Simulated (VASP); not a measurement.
Input:

```yaml
crystal:
  lattice:
    - [0.00000, 1.97384, 1.97384]
    - [1.97384, 0.00000, 1.97384]
    - [1.97384, 1.97384, 0.00000]
  atoms:
    - { symbol: Al, position: [0.00000, 0.00000, 0.00000] }
```

Calculation: optB86b-vdW, VASP's PBE PAW potentials (set 64) (plane waves; VASP 6.6.1). Run with 520 eV cut-off, 16×16×16 Γ-centred mesh, first-order Methfessel-Paxton smearing of 0.10 eV, potentials Al.

### Question
Give the stress tensor in GPa (positive for a compressed cell).

### Answer

```
5.89  0.00  0.00
0.00  5.89  0.00
0.00  0.00  5.89
```
The pressure is its mean diagonal, 5.89 GPa.

The compound is Al in the fcc structure. This cell is one point of a volume scan, at 0.94 of the reference volume.
